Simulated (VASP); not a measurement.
Data:

```
CELL_PARAMETERS angstrom
      4.64109     0.00000     0.00000
      0.00000     4.64109     0.00000
      0.00000     0.00000     3.06674
ATOMIC_POSITIONS crystal
  Mg 0.00000 0.00000 0.00000
  Mg 0.50000 0.50000 0.50000
  F  0.30275 0.30275 0.00000
  F  0.80275 0.19725 0.50000
  F  0.19725 0.80275 0.50000
  F  0.69725 0.69725 0.00000
```

All values below come from optB86b-vdW, VASP's PBE PAW potentials (set 64) (plane waves; VASP 6.6.1). Numerical set-up: 520 eV cut-off, 6×6×8 Γ-centred mesh, tetrahedra with Blöchl corrections, potentials Mg F.

The cores are frozen, which limits the accuracy of field gradients.

Problem. Give the principal components of the electric field gradient (V/Å²) and the asymmetry η at each nucleus.

Solution. 
| atom | Vxx | Vyy | Vzz | η |
|---|---|---|---|---|
| Mg1 | -4.3 | -2.1 | 6.4 | 0.35 |
| Mg2 | -4.3 | -2.1 | 6.4 | 0.35 |
| F3 | 31.0 | 16.3 | -47.4 | 0.31 |
| F4 | 31.0 | 16.3 | -47.4 | 0.31 |
| F5 | 31.0 | 16.3 | -47.4 | 0.31 |
| F6 | 31.0 | 16.3 | -47.4 | 0.31 |

The compound is MgF2 in the rutile structure. It was relaxed first.
